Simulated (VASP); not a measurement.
Given:

```yaml
crystal:
  lattice:
    - [0.00000, 2.70385, 2.70385]
    - [2.70385, 0.00000, 2.70385]
    - [2.70385, 2.70385, 0.00000]
  atoms:
    - { symbol: Cu, position: [0.75000, 0.75000, 0.75000] }
    - { symbol: Cu, position: [0.25000, 0.25000, 0.25000] }
    - { symbol: S, position: [0.00000, 0.00000, 0.00000] }
```

Level of theory: LDA (Ceperley-Alder, Perdew-Zunger) with spin-orbit coupling, VASP's LDA PAW potentials (set 64) (plane waves; VASP 6.6.1). Numerical set-up: 400 eV cut-off, 9×9×9 Γ-centred mesh, Gaussian smearing of 0.050 eV, potentials Cu S.

### Question
Give the energies of bands 19 to 32 at the high-symmetry points, in eV from the valence-band maximum.

### Answer

| band | Γ | X | U | L | W |
|---|---|---|---|---|---|
| 19 | -2.20 | -2.71 | -3.03 | -3.19 | -3.02 |
| 20 | -2.20 | -2.71 | -3.03 | -3.19 | -3.02 |
| 21 | -2.20 | -2.68 | -2.91 | -3.18 | -2.93 |
| 22 | -2.20 | -2.68 | -2.91 | -3.18 | -2.93 |
| 23 | -0.77 | -2.54 | -2.75 | -3.02 | -2.79 |
| 24 | -0.77 | -2.54 | -2.75 | -3.02 | -2.79 |
| 25 | 0.00 | -2.21 | -1.94 | -0.69 | -1.99 |
| 26 | 0.00 | -2.21 | -1.94 | -0.69 | -1.99 |
| 27 | 0.00 | -1.96 | -1.74 | -0.56 | -1.91 |
| 28 | 0.00 | -1.96 | -1.74 | -0.56 | -1.91 |
| 29 | 0.03 | 1.63 | 1.90 | 0.64 | 4.08 |
| 30 | 0.03 | 1.63 | 1.90 | 0.64 | 4.08 |
| 31 | 2.99 | 1.89 | 4.20 | 4.42 | 4.62 |
| 32 | 2.99 | 1.89 | 4.20 | 4.42 | 4.62 |

The gap is direct, 0.03 eV, from the valence maximum at Γ to the conduction minimum at Γ.

The structure comes from a computed database's Cu2S entry (Fm-3m); how it stands against other phases isn't given here. It was relaxed first, which changed the volume by -8 %.
